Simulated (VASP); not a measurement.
Zn:

```
Zn
1.0
     2.67000    0.00000    0.00000
    -1.33500    2.31229    0.00000
     0.00000    0.00000    4.96600
Zn
2
Direct
  0.33333 0.66667 0.25000
  0.66667 0.33333 0.75000
```

* Program: VASP 6.6.1
* Task: relaxation of cell and atoms
* Functional: PBEsol
* Potentials or basis: VASP PAW PBE potentials, release 64 (Zn)
* Cutoff: 600 eV
* k mesh: 18 × 18 × 8
* Occupations: methfessel-paxton, width 0.1 eV
* Spin: no spin polarisation

At the start: pressure -5.5 GPa; volume 15.33 Å³/atom.

Task: Where does the relaxation end?

Result: Over 3 steps the energy falls by 20.4 meV/atom and the volume is 14.27 Å³/atom (-6.9 %); space group P6_3/mmc (No. 194, to 0.05 Å).

The path:
```
step  energy change (eV)  largest force (eV/Å)  pressure (GPa)  volume (Å³)
   1              0.0000                0.0000           -5.54        30.66
   2             -0.0404                0.0000            0.63        28.37
   3             -0.0408                0.0000            0.00        28.55
```

Final structure:
```yaml
crystal:
  lattice:
    - [2.59996, 0.00000, 0.00000]
    - [-1.29998, 2.25164, 0.00000]
    - [0.00000, 0.00000, 4.87630]
  atoms:
    - { symbol: Zn, position: [0.33333, 0.66667, 0.25000] }
    - { symbol: Zn, position: [0.66667, 0.33333, 0.75000] }
```

Caveat: the PAW data sets were made with another functional, which shifts forces and pressure a little.
